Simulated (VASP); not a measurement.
VASP input:

**POSCAR**
```
GaSb
1
   -0.0000000000     3.0256085500     3.0256085500
    3.0256085500     0.0000000000     3.0256085500
    3.0256085500     3.0256085500     0.0000000000
Ga Sb
1 1
Direct
  0.0000000000   0.0000000000   0.0000000000
  0.7500000000   0.7500000000   0.7500000000
```

File KPOINTS:
```
Automatic mesh
0
Gamma
7 7 7
0 0 0
```

**INCAR**
```
! general
SYSTEM   =  GaSb
PREC     =  Accurate
ENCUT    =  400   ! plane-wave cut-off (eV)
LREAL    =  .FALSE.
LASPH    =  .TRUE.

! electronic loop
EDIFF    =  1E-6
NELM     =  100   ! most electronic steps
ALGO     =  Normal   ! blocked Davidson
LMAXMIX  =  4

! smearing
ISMEAR   =  0
SIGMA    =  0.05   ! width (eV)

! ions
IBRION   =  2   ! conjugate gradients
NSW      =  60
ISIF     =  3   ! ions, shape and volume
EDIFFG   =  -0.01

! output
LWAVE    =  .FALSE.
LCHARG   =  .FALSE.
```

POTCAR, in this order: Ga_d Sb (LDA.64 set). Program: vasp_std.

Q: Write an equivalent input for Ansatz.

A: One equivalent input (not run):
Ansatz 0.2 input:
```yaml
crystal:
  lattice:
    - [0.0000000, 3.0256085, 3.0256085]
    - [3.0256085, 0.0000000, 3.0256085]
    - [3.0256085, 3.0256085, 0.0000000]
  atoms:
    - { symbol: Ga, position: [0.0000000, 0.0000000, 0.0000000] }
    - { symbol: Sb, position: [0.7500000, 0.7500000, 0.7500000] }
kpoints:
  mp_grid: { grid: [7, 7, 7] }
hamiltonian:
  xc: lda
  pseudopotentials: { kind: paw }
scf:
  occupations: { method: gaussian, width: 0.05 }
  max_iter: 100
relax:
  max_steps: 60
  f_tol: 0.01
  cell: {}
output: { forces: true, stress: true, eigenvalues: true }
```
The two are equivalent in intent, not identical: each code has its own PAW files, so the cut-off isn't converted (ENCUT is set for VASP's; basis.ecutwfc is left out, and Ansatz then takes the one that its files recommend); Ansatz stops its SCF on the density residual and VASP on the energy change (EDIFF); Ansatz's lda is the Perdew-Wang form, while the LDA potentials of VASP carry Perdew-Zunger's.

The structure comes from a computed database's GaSb entry (F-43m); how it stands against other phases isn't given here. This run relaxes it. Symmetry was kept, so distortions that lower it aren't found. The start is the result of an earlier pass.
